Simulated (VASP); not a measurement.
Input:

```yaml
crystal:
  lattice:
    - [3.85838, 0.00000, 0.00000]
    - [0.00000, 3.85838, 0.00000]
    - [0.00000, 0.00000, 3.85838]
  atoms:
    - { symbol: Na, position: [0.00000, 0.00000, 0.00000] }
    - { symbol: Re, position: [0.50000, 0.50000, 0.50000] }
    - { symbol: O, position: [0.50000, 0.50000, 0.00000] }
    - { symbol: O, position: [0.00000, 0.50000, 0.50000] }
    - { symbol: O, position: [0.50000, 0.00000, 0.50000] }
```

All values below come from PBEsol GGA, VASP's PBE PAW potentials (set 64) (plane waves; VASP). Settings: 520 eV cut-off, Gaussian smearing of 0.050 eV, potentials Na_pv Re O.

Question: Give the energies of bands 7 to 19 at the high-symmetry points, in eV from the Fermi level.

Answer: 
| band | Γ | X | M | R |
|---|---|---|---|---|
| 7 | -6.11 | -9.49 | -9.49 | -9.48 |
| 8 | -6.11 | -6.32 | -9.46 | -9.47 |
| 9 | -6.11 | -6.32 | -8.33 | -9.39 |
| 10 | -3.91 | -5.64 | -6.29 | -8.15 |
| 11 | -3.91 | -5.64 | -6.29 | -8.15 |
| 12 | -3.91 | -5.46 | -5.06 | -8.15 |
| 13 | -3.67 | -4.31 | -4.78 | -2.74 |
| 14 | -3.67 | -3.75 | -4.78 | -2.74 |
| 15 | -3.67 | -3.75 | -2.76 | -2.74 |
| 16 | -2.56 | -2.50 | 0.80 | 1.91 |
| 17 | -2.56 | 0.78 | 0.80 | 1.91 |
| 18 | -2.56 | 0.78 | 1.86 | 1.91 |
| 19 | 1.80 | 1.81 | 3.13 | 5.19 |

It has no gap at this level: it comes out as a metal or semimetal.

The structure comes from a computed database's NaReO3 entry (Pm-3m); how it stands against other phases isn't given here. It was relaxed first.
